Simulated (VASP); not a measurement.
NaSb2Au: band structure with TPSS

Crystal: NaSb2Au.

```
CELL_PARAMETERS angstrom
4.35730 0.00000 0.00000
-2.17865 3.77354 0.00000
0.00000 0.00000 6.81847
ATOMIC_POSITIONS crystal
Na 0.00000 0.00000 0.50000
Sb 0.66667 0.33333 0.81632
Sb 0.33333 0.66667 0.18368
Au 0.00000 0.00000 0.00000
```

The cell was built by a generator and needn't be a form met in nature.

| Property | Result |
| --- | --- |
| Program | VASP 6.6.1 |
| Task | band structure |
| Functional | TPSS |
| Potentials or basis | VASP PAW PBE potentials, release 64 (Na_pv, Sb, Au) |
| Cutoff | 520 eV |
| k mesh | 5 × 5 × 3 |
| Occupations | fermi-dirac, width 0.05 eV |
| Spin | no spin polarisation |
| Further INCAR settings | ALGO = Normal; EDIFF = 1e-06 |

The pressure is -0.8 GPa, the largest force is 0.112 eV/Å and the band gap along the path is none (metal or under the smearing width).

Forces on the atoms (eV/Å):
```
Na   0.000  0.000  0.000
Sb   0.000  0.000  0.112
Sb   0.000  0.000 -0.112
Au   0.000  0.000  0.000
```

Levels at the corners of the path, in eV from the Fermi level:
```tsv
point	band 12	band 13	band 14	band 15	band 16	band 17
Γ	0.05	0.05	0.47	1.24	1.24	2.19
M	-3.45	-2.35	-1.80	0.20	1.65	1.71
M	-3.45	-2.35	-1.80	0.20	1.65	1.71
K	-2.39	-2.39	-1.95	-0.10	-0.10	2.36
K	-2.39	-2.39	-1.95	-0.10	-0.10	2.36
Γ	0.05	0.05	0.47	1.24	1.24	2.19
Γ	0.05	0.05	0.47	1.24	1.24	2.19
A	-1.42	-0.02	-0.02	1.40	1.40	2.96
A	-1.42	-0.02	-0.02	1.40	1.40	2.96
L	-3.89	-2.27	-0.81	0.39	1.28	2.36
L	-3.89	-2.27	-0.81	0.39	1.28	2.36
H	-2.81	-2.81	-2.41	1.19	1.19	4.12
H	-2.81	-2.81	-2.41	1.19	1.19	4.12
A	-1.42	-0.02	-0.02	1.40	1.40	2.96
L	-3.89	-2.27	-0.81	0.39	1.28	2.36
M	-3.45	-2.35	-1.80	0.20	1.65	1.71
K	-2.39	-2.39	-1.95	-0.10	-0.10	2.36
H	-2.81	-2.81	-2.41	1.19	1.19	4.12
```

It took 5.8 min on 1 thread of Intel(R) Xeon(R) 6975P-C (Granite Rapids), on a shared host, peak memory 0.26 GiB.

Caveat: the PAW data sets were made with another functional, which shifts forces and pressure a little; spin-orbit coupling is left out, which moves the levels of the heavy elements.
